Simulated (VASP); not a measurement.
Data:

```xyz
2
Lattice="0.0000 2.9682 2.9682 2.9682 0.0000 2.9682 2.9682 2.9682 0.0000" Properties=species:S:1:pos:R:3 pbc="T T T"
Cd     0.0000     0.0000     0.0000
S      1.4841     1.4841     1.4841
```

The numbers are results of PBE GGA, VASP's PBE PAW potentials (set 64) (plane waves; VASP), not measurements. Run with 400 eV cut-off, 7×7×7 Γ-centred mesh, Gaussian smearing of 0.050 eV, potentials Cd S.

Problem. Estimate the energy per atom (σ→0), band gap (on the k-mesh) with the smallest direct gap where there is one.

Solution. 
| Property | Value |
|---|---|
| band gap (on the k-mesh) | 1.03 eV |
| smallest direct gap (on the k-mesh) | 1.03 eV |
| energy per atom (σ→0) | -3072 meV/atom |

The compound is CdS in the zinc blende structure, a metastable form; wurtzite is the usual one. The cell was not relaxed at this level.
